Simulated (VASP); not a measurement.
The system is Ga.

```xyz
4
Lattice="2.2615 -3.8305 0.0000 2.2615 3.8305 0.0000 0.0000 0.0000 4.5240" Properties=species:S:1:pos:R:3 pbc="T T T"
Ga    2.2615    1.1867    2.6284
Ga    2.2615   -1.1867    1.8956
Ga    2.2615   -2.6438    4.1576
Ga    2.2615    2.6438    0.3664
```

| Quantity | Value |
| --- | --- |
| Program | VASP 6.6.1 |
| Task | relaxation of cell and atoms |
| Functional | PBE |
| Potentials or basis | VASP PAW PBE potentials, release 64 (Ga_d) |
| Cutoff | 600 eV |
| k mesh | 6 × 6 × 4 |
| Occupations | gaussian, width 0.05 eV |
| Spin | no spin polarisation |

At the start: pressure 2.0 GPa; volume 19.59 Å³/atom.

Task: How do energy, volume and symmetry change on relaxing?

Result: Over 8 steps the energy falls by 5.3 meV/atom and the volume is 20.35 Å³/atom (+3.9 %); space group Cmce (No. 64, to 0.05 Å).

The path:
| step | energy change (eV) | largest force (eV/Å) | pressure (GPa) | volume (Å³) |
| --- | --- | --- | --- | --- |
| 1 | 0.0000 | 0.1358 | 2.05 | 78.38 |
| 2 | -0.0207 | 0.0318 | 0.50 | 81.26 |
| 3 | -0.0194 | 0.0097 | -0.56 | 82.14 |
| 4 | -0.0205 | 0.0218 | -0.20 | 81.67 |
| 5 | -0.0207 | 0.0253 | -0.06 | 81.55 |
| 6 | -0.0207 | 0.0270 | -0.09 | 81.49 |
| 7 | -0.0207 | 0.0303 | 0.04 | 81.37 |
| 8 | -0.0213 | 0.0259 | -0.03 | 81.41 |

Final structure:
```yaml
crystal:
  lattice:
    - [2.28499, -3.87927, 0.00000]
    - [2.28499, 3.87927, 0.00000]
    - [0.00000, 0.00000, 4.59201]
  atoms:
    - { symbol: Ga, position: [0.34410, 0.65590, 0.58165] }
    - { symbol: Ga, position: [0.65590, 0.34410, 0.41835] }
    - { symbol: Ga, position: [0.84410, 0.15590, 0.91835] }
    - { symbol: Ga, position: [0.15590, 0.84410, 0.08165] }
```
